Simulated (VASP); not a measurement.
The input files of a VASP run:

**INCAR**
```
SYSTEM = Zr
PREC = Accurate
ENCUT = 400
EDIFF = 1E-6
NELM = 100
ALGO = Normal
LREAL = .FALSE.
LASPH = .TRUE.
ISMEAR = 1
SIGMA = 0.1
GGA = PE
LMAXMIX = 4
LWAVE = .FALSE.
LCHARG = .FALSE.
ISIF = 2
NBANDS = 10
```

File KPOINTS:
```
Automatic mesh
0
Gamma
10 10 6
0 0 0
```

File POSCAR:
```
Zr
1
    1.6150000000    -2.7972620000     0.0000000000
    1.6150000000     2.7972620000     0.0000000000
    0.0000000000     0.0000000000     5.1500000000
Zr
2
Direct
  0.3333330000   0.6666670000   0.2500000000
  0.6666670000   0.3333330000   0.7500000000
```

POTCAR, in this order: Zr_sv (PBE.64 set). Program: vasp_std.

The resulting files:

File standard output:
```
 POSCAR found type information on POSCAR Zr
 POSCAR found :  1 types and       2 ions
 Reading from existing POTCAR
 Reading from existing POTCAR
 LDA part: xc-table for (Slater+PW92), standard interpolation

 -----------------------------------------------------------------------------
|                                                                             |
|     EEEEEEE  RRRRRR   RRRRRR   OOOOOOO  RRRRRR      ###     ###     ###     |
|     E        R     R  R     R  O     O  R     R     ###     ###     ###     |
|     E        R     R  R     R  O     O  R     R     ###     ###     ###     |
|     EEEEE    RRRRRR   RRRRRR   O     O  RRRRRR       #       #       #      |
|     E        R   R    R   R    O     O  R   R                               |
|     E        R    R   R    R   O     O  R    R      ###     ###     ###     |
|     EEEEEEE  R     R  R     R  OOOOOOO  R     R     ###     ###     ###     |
|                                                                             |
|     The number of bands is not sufficient to hold all electrons. I am       |
|     sorry, but this calculation does not make sense. If you want to         |
|     calculate only selected states, you need to set either EFERMI or        |
|     EREF. EREF specifies around which energy states are supposed to be      |
|     calculated.                                                             |
|     I found NBANDS = 10, NELECT = 24.                                       |
|                                                                             |
|       ---->  I REFUSE TO CONTINUE WITH THIS SICK JOB ... BYE!!! <----       |
|                                                                             |
 -----------------------------------------------------------------------------
```

Q: Read input and log: which fault does this run have?
A) LDA potentials were taken and GGA is not set, so the run is LDA and not PBE
B) the tetrahedron method needs a mesh, and KPOINTS holds a single point
C) NBANDS is too small to hold all electrons
D) NSW is too small for the relaxation to finish

A: C, NBANDS is too small to hold all electrons. VASP stops with an error: The number of bands is not sufficient to hold all electrons. I am sorry, but this calculation does not make sense. If you want to calculate only selected states, you need to set either EFERMI or EREF. EREF specifies around which energy states are supposed to be calculated. I found NBANDS = 10, NELECT = 24. ----> I REFUSE TO CONTINUE WITH THIS SICK JOB ... BYE!!! <----

To mend it, remove NBANDS.

The mended run (PBE GGA, plane waves, VASP's PBE PAW potentials (set 64)) converges, and its OSZICAR ends with
```
   1 F= -.17040495E+02 E0= -.17040747E+02  d E =0.755184E-03
```

The compound is Zr in the hcp structure. The cell was not relaxed at this level.
